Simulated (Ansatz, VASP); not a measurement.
# CaPbO3 (CaPbO3 (Pnma)): VASP beside Ansatz, part 2 of 2

One calculation is typed for both programs; each brings its own data sets. How far apart do they land? The cell is taken from a series of runs on this material, whose earlier steps may have relaxed, scaled, displaced or heated it; both programs get it as it stands.

VASP 6.6.1 and Ansatz 0.2.0.

So far: The starting structure; VASP: relaxation of cell and atoms, PBEsol.

## 3. Ansatz: relaxation of cell and atoms, PBEsol

Level of this step: Ansatz beside VASP: Kohn-Sham DFT, plane waves, PBEsol (Ansatz).

Ansatz runs on its default PAW (the set named soft_2) files.

The same cell, functional and mesh now go to Ansatz.

input.yaml reads:

```yaml
crystal:
  lattice:
    - [5.9280119, 0.0, 0.0]
    - [0.0, 8.178243, 0.0]
    - [0.0, 0.0, 5.6779882]
  atoms:
    - { symbol: Ca, position: [0.06071201, 0.25, 0.98200795] }
    - { symbol: Ca, position: [0.43928799, 0.75, 0.48200795] }
    - { symbol: Ca, position: [0.56071201, 0.25, 0.51799205] }
    - { symbol: Ca, position: [0.93928799, 0.75, 0.01799205] }
    - { symbol: Pb, position: [0.0, 0.0, 0.5] }
    - { symbol: Pb, position: [0.5, 0.0, 0.0] }
    - { symbol: Pb, position: [0.5, 0.5, 0.0] }
    - { symbol: Pb, position: [0.0, 0.5, 0.5] }
    - { symbol: O, position: [0.30473324, 0.43403992, 0.68999406] }
    - { symbol: O, position: [0.19526676, 0.56596008, 0.18999406] }
    - { symbol: O, position: [0.80473324, 0.06596008, 0.81000594] }
    - { symbol: O, position: [0.69526676, 0.93403992, 0.31000594] }
    - { symbol: O, position: [0.69526676, 0.56596008, 0.31000594] }
    - { symbol: O, position: [0.80473324, 0.43403992, 0.81000594] }
    - { symbol: O, position: [0.19526676, 0.93403992, 0.18999406] }
    - { symbol: O, position: [0.30473324, 0.06596008, 0.68999406] }
    - { symbol: O, position: [0.43997373, 0.25, 0.1262313] }
    - { symbol: O, position: [0.06002627, 0.75, 0.6262313] }
    - { symbol: O, position: [0.93997373, 0.25, 0.3737687] }
    - { symbol: O, position: [0.56002627, 0.75, 0.8737687] }
basis:
  ecutwfc: 420
  xc_grid: 2
hamiltonian:
  xc: pbesol
kpoints:
  mp_grid: { grid: [5, 4, 5] }
scf:
  occupations: { method: fixed }
  max_iter: 100
relax:
  f_tol: 0.005
  max_steps: 60
  cell: {}
output:
  forces: true
  stress: true
checkpoint:
  write: "../cell.run"
  compress: false
  write_wavefunctions: false
  write_every: 100000
```

Run with:

```bash
> ansatz run input.yaml --threads 4 --pin off --max-ram 6594MiB --backend cpu --events-out ev --progress --plain --runs-dir out
```

Numbers of over 12 decimals in the logs are rounded to 6 here.

The log of the run:

```text
Engine: ansatz 0.2.0, aarch64-unknown-linux-gnu
Pseudopotentials: kind: paw
Pseudopotential: Ca, paw, valence charge 10, recommended cutoff 420 eV (normal), Ca.paw.azcp
Pseudopotential: Pb, paw, valence charge 14, recommended cutoff 420 eV (normal), Pb.paw.azcp
Pseudopotential: O, paw, valence charge 6, recommended cutoff 420 eV (normal), O.paw.azcp
Functional definition: PBEsol
  exchange = pbesol_x
  correlation = pbesol_c
Crystal: 20 atoms, lattice volume = 275.273 Å³
Basis set: ecut = 420 eV, 5395 PW (Γ), exchange–correlation on 80×120×80 points (8 copies of the dense FFT grid, shifted against one another)
Bands: 104, of which v1, the nominal top of the filled ones, is band 84 counted from 1 (83 counted from 0)
Symmetry: 8 space group operations
Space group: Pnma (ITA 62), of the structure as read, at distance tolerance 6.5e-5 Å
k-points: 27 of 100
Non-local potential: Ca, projectors of the file, l = 0: 3, l = 1: 2, l = 2: 2
Non-local potential: Pb, projectors of the file, l = 0: 2, l = 1: 2, l = 2: 2, l = 3: 2
Non-local potential: O, projectors of the file, l = 0: 2, l = 1: 2, l = 2: 1
PAW form: soft (Blöchl's): semilocal exchange-correlation on the pseudo side does not see the compensation charge
PAW frozen core: Ca, regenerated for the run's functional, and the local potential with it (the file was generated under x = pbe(κ = 0.804, μ = 0.219515), c = pbe(β = 0.066725))
PAW frozen core: Pb, regenerated for the run's functional, and the local potential with it (the file was generated under x = pbe(κ = 0.804, μ = 0.219515), c = pbe(β = 0.066725))
PAW frozen core: O, regenerated for the run's functional, and the local potential with it (the file was generated under x = pbe(κ = 0.804, μ = 0.219515), c = pbe(β = 0.066725))
PAW one-centre angular grid: Ca, 110 points (default); XC on 64 Gauss nodes
PAW one-centre angular grid: Pb, 590 points (default); XC on 64 Gauss nodes
PAW one-centre angular grid: O, 110 points (default); XC on 64 Gauss nodes
Initial density: superposition of atomic densities (neutral atoms: chi_scale 0, normalization atom), corrected by the library's trained network
Initial wavefunctions: pseudopotential atomic-orbital guess
Functional: x = pbesol(κ = 0.804, μ = 0.123457), c = pbesol(β = 0.046)
SCF iter   1: F=—  HF=-60930.562640 eV  |F-HF|=—  |Δ(HF+E_count)|=         —  Δρ=1.63e-2  dr2=6.16e-1  ethr=1.77e-3  ⟨swp⟩=5.2  Hψ=10268  notcnv=0  defer=481
preconditioner: auto → Resta (q_TF=auto, 2.513 Å⁻¹)  ε∞=4.0  [insulator: Δε(μ)=0.962 eV  Ē_g=16.422 eV  n_scr=74 (ndim 8)  ℏωp=28.3 eV  f_vac=0.010  ε∞_Penn≈4.0]
SCF iter   2: F=—  HF=-60930.412879 eV  |F-HF|=—  |Δ(HF+E_count)|=   1.50e-1  Δρ=3.78e-3  dr2=2.02e-2  ethr=3.67e-4  ⟨swp⟩=3.0  Hψ=4269  notcnv=0  defer=486
SCF iter   3: F=—  HF=-60930.409324 eV  |F-HF|=—  |Δ(HF+E_count)|=   3.56e-3  Δρ=1.39e-3  dr2=3.58e-3  ethr=1.20e-5  ⟨swp⟩=3.3  Hψ=4633  notcnv=0  defer=486
SCF iter   4: F=—  HF=-60930.409647 eV  |F-HF|=—  |Δ(HF+E_count)|=   3.24e-4  Δρ=1.06e-3  dr2=2.87e-3  ethr=2.13e-6  ⟨swp⟩=2.4  Hψ=5027  notcnv=0  defer=486
SCF iter   5: F=—  HF=-60930.409259 eV  |F-HF|=—  |Δ(HF+E_count)|=   3.88e-4  Δρ=2.23e-4  dr2=1.12e-4  ethr=1.71e-6  ⟨swp⟩=2.0  Hψ=3303  notcnv=0  defer=486
SCF iter   6: F=—  HF=-60930.409331 eV  |F-HF|=—  |Δ(HF+E_count)|=   7.21e-5  Δρ=5.27e-5  dr2=7.16e-6  ethr=6.65e-8  ⟨swp⟩=2.1  Hψ=3807  notcnv=0  defer=485
SCF iter   7: F=—  HF=-60930.409168 eV  |F-HF|=—  |Δ(HF+E_count)|=   1.63e-4  Δρ=2.04e-5  dr2=1.31e-6  ethr=4.26e-9  ⟨swp⟩=2.2  Hψ=3824  notcnv=0  defer=484
SCF iter   8: F=-60930.409169 eV  HF=-60930.409169 eV  |F-HF|=2.42e-9  |Δ(HF+E_count)|=   3.73e-7  Δρ=3.79e-6  dr2=3.73e-8  ethr=5.95e-11  ⟨swp⟩=4.7  Hψ=11893  notcnv=0
SCF 1 converged in 8 iterations: F = -60930.409169 eV  dr2 = 3.73e-8
  greatest PAW one-centre occupation: 0.996 electrons in one spin orbital (limit 2), on the Ca atom at site 3 (counted from 0), in its partial waves of l = 0
relax step   1: F+E_penalty+E_count = -60930.40916861 eV  Δ(F+E_penalty+E_count) = +0.000e0 eV  max|allowed force component| = 1.027e-1 eV/Å  Δτ_max = 0.0000 Å  P = -0.980 GPa  Ω = 275.273 Å³  (8 SCF iters, dr2 threshold 1.00e-7 eV, accepted)
[...]
relax step   6: F+E_penalty+E_count = -60930.43353121 eV  Δ(F+E_penalty+E_count) = +7.984e-3 eV  max|allowed force component| = 2.894e-3 eV/Å  Δτ_max = 0.0000 Å  P = -0.065 GPa  Ω = 272.877 Å³  stress off target by 1.03e-1 GPa  SCF on the basis re-selected at this cell (its energy is not comparable with the rows above)  (6 SCF iters)
[...]
relax step   7: F+E_penalty+E_count = -60930.43401514 eV  Δ(F+E_penalty+E_count) = -4.839e-4 eV  max|allowed force component| = 3.756e-4 eV/Å  Δτ_max = 0.0006 Å  P = +0.000 GPa  Ω = 272.754 Å³  energy of the carried Pulay correction = +4.361e-4 eV  (6 SCF iters, dr2 threshold 2.67e-8 eV, accepted)
[...]
relax step   8: F+E_penalty+E_count = -60930.43369253 eV  Δ(F+E_penalty+E_count) = +3.226e-4 eV  max|allowed force component| = 3.744e-4 eV/Å  Δτ_max = 0.0000 Å  P = -0.001 GPa  Ω = 272.754 Å³  stress off target by 2.81e-3 GPa  SCF on the basis re-selected at this cell (its energy is not comparable with the rows above)  (5 SCF iters)
basis re-selected at this cell: Δ(F+E_penalty+E_count) = +3.226e-4 eV, ΔP = -0.001 GPa vs the last step (what re-selecting the basis moved, of the pressure what is left beyond the Pulay correction that the steps carried, after the strain that the cell walked since its last selection, with what the two solves' SCF thresholds leave and, on support functions, any second-order correction that the steps lacked; it is no m [...]
SCF converged after 5 iterations
Free energy (F): -60930.433693 eV
Harris-Foulkes:  -60930.433693 eV  (|F-HF|=2.33e-10)
Internal energy: -60930.433693 eV  (E = F + TS)
E sigma→0 (E₀):  -60930.433693 eV
Fermi energy:    8.038206 eV
--- Per-component energies (eV) ---
  E_band       = -513.776526
  E_kinetic    = 4377.895366
  E_local      = -10065.574442  (includes V_loc(G=0)·N_el)
  E_nonlocal   = 2268.123369
  E_hartree    = 3664.800110
  E_xc         = -2281.997207
  E_vxc        = -2322.463281  (∫ρ·V_xc dr)
  E_paw        = -46243.667082  (= ΣΔE_a)
  E_vpaw       = -2101.386621  (= ΣTr[D̂ρ^β])
  E_aug_tail   = 0.028887  (compensation charges beyond the density's cutoff)
  E_ewald      = -12651.189793
  E_core_change = 1.147099  (= ΣΔE_core)
  E_smearing   = -0.000000  (= −TS)
  E_closure    = -0.000000  (closes the sum)
  Σ components = -60930.433693   (vs F -60930.433693, Δ=0.00e0)
--- Forces (eV/Å), atoms counted from 1 ---
  atom   1  Ca     0.00025116    -0.00000000     0.00032322
  atom   2  Ca    -0.00025116    -0.00000000     0.00032322
  atom   3  Ca     0.00025116     0.00000000    -0.00032322
  atom   4  Ca    -0.00025116     0.00000000    -0.00032322
  atom   5  Pb     0.00000000    -0.00000000    -0.00000000
  atom   6  Pb    -0.00000000    -0.00000000     0.00000000
  atom   7  Pb    -0.00000000    -0.00000000     0.00000000
  atom   8  Pb    -0.00000000    -0.00000000     0.00000000
  atom   9  O     -0.00037436    -0.00006610    -0.00032614
  atom  10  O      0.00037436     0.00006610    -0.00032614
  atom  11  O     -0.00037436     0.00006610     0.00032614
  atom  12  O      0.00037436    -0.00006610     0.00032614
  atom  13  O      0.00037436     0.00006610     0.00032614
  atom  14  O     -0.00037436    -0.00006610     0.00032614
  atom  15  O      0.00037436    -0.00006610    -0.00032614
  atom  16  O     -0.00037436     0.00006610    -0.00032614
  atom  17  O     -0.00012652     0.00000000     0.00006608
  atom  18  O      0.00012652     0.00000000     0.00006608
  atom  19  O     -0.00012652    -0.00000000    -0.00006608
  atom  20  O      0.00012652    -0.00000000    -0.00006608
  max |Σ_I F_I| component: 2.71e-19 eV/Å
--- Stress (GPa, compression-positive) ---
       -0.002814       0.000000      -0.000000
        0.000000       0.000385       0.000000
       -0.000000       0.000000      -0.000953
  P = ⅓ Tr σ = -0.0011 GPa (-0.011 kbar)
--- Relaxed structure (6 steps of the walk, 6 accepted, 2 SCFs on fresh bases) ---
  F+E_penalty+E_count = -60930.43369253 eV   max|allowed force component| = 3.744e-4 eV/Å   (the final SCF, on the basis selected at the relaxed cell)
  cell:  # Å, volume = 272.7539 Å³
    - [5.902577, 0.0, 0.0]
    - [0.0, 8.166599, 0.0]
    - [0.0, 0.0, 5.658328]
  atoms:
    - { symbol: Ca, position: [0.060945, 0.25, 0.981044] }
    - { symbol: Ca, position: [0.439055, 0.750000, 0.481044] }
    - { symbol: Ca, position: [0.560945, 0.25, 0.518956] }
    - { symbol: Ca, position: [0.939055, 0.750000, 0.018956] }
    - { symbol: Pb, position: [0, 0, 0.500000] }
    - { symbol: Pb, position: [0.500000, 0, 0] }
    - { symbol: Pb, position: [0.500000, 0.5, 0] }
    - { symbol: Pb, position: [0, 0.5, 0.500000] }
    - { symbol: O, position: [0.304828, 0.431105, 0.690290] }
    - { symbol: O, position: [0.195172, 0.568895, 0.190290] }
    - { symbol: O, position: [0.804828, 0.068895, 0.809710] }
    - { symbol: O, position: [0.695172, 0.931105, 0.309710] }
    - { symbol: O, position: [0.695172, 0.568895, 0.309710] }
    - { symbol: O, position: [0.804828, 0.431105, 0.809710] }
    - { symbol: O, position: [0.195172, 0.931105, 0.190290] }
    - { symbol: O, position: [0.304828, 0.068895, 0.690290] }
    - { symbol: O, position: [0.437225, 0.25, 0.130300] }
    - { symbol: O, position: [0.062775, 0.750000, 0.630300] }
    - { symbol: O, position: [0.937225, 0.25, 0.369700] }
    - { symbol: O, position: [0.562775, 0.750000, 0.869700] }
```

## 4. Comparison

Known differences besides the potentials themselves: fixed occupations in Ansatz, narrow Gaussian smearing in VASP; the cutoff is 420 eV in Ansatz and 600 eV in VASP; Ansatz makes its cores anew for this functional, VASP keeps those of its PBE data sets; Ansatz adds a Pulay correction to the stress that steers its cell, VASP none. Total energies have different zeros and are not compared.

Compared:

```
                                         quantity  Ansatz    VASP  difference
                                      volume (Å³)  272.75  273.44     -0.25 %
edge a after relaxation, in the typed setting (Å)   5.903   5.909     -0.11 %
edge b after relaxation, in the typed setting (Å)   8.167   8.170     -0.04 %
edge c after relaxation, in the typed setting (Å)   5.658   5.664     -0.10 %
```

## 5. What came out

```json
{"difference in volume (relaxation of cell and atoms, PBEsol)": "-0.25 %"}
```

What this shows: The difference in volume is -0.25 % (relaxation of cell and atoms, PBEsol), within the 1.2 % picked in this series as the mark of a large difference, as far as the stopping tolerances let one tell. Such differences can come from data sets, numerical settings and the points named under the comparisons, not from the functional's error against experiment.

[Lines on the potential files, build, host, timing and source positions are cut from VASP's logs without a mark.]

[Logs are printed without paths, hosts, clocks, repeated set-up lines and the standing remarks that a program may print on its own settings, such as how far it seeks lower states.]

[Hosts, paths, dates, database ids (printed as entryN), source tags and the programs' standing remarks are cut or masked in the printed files.]
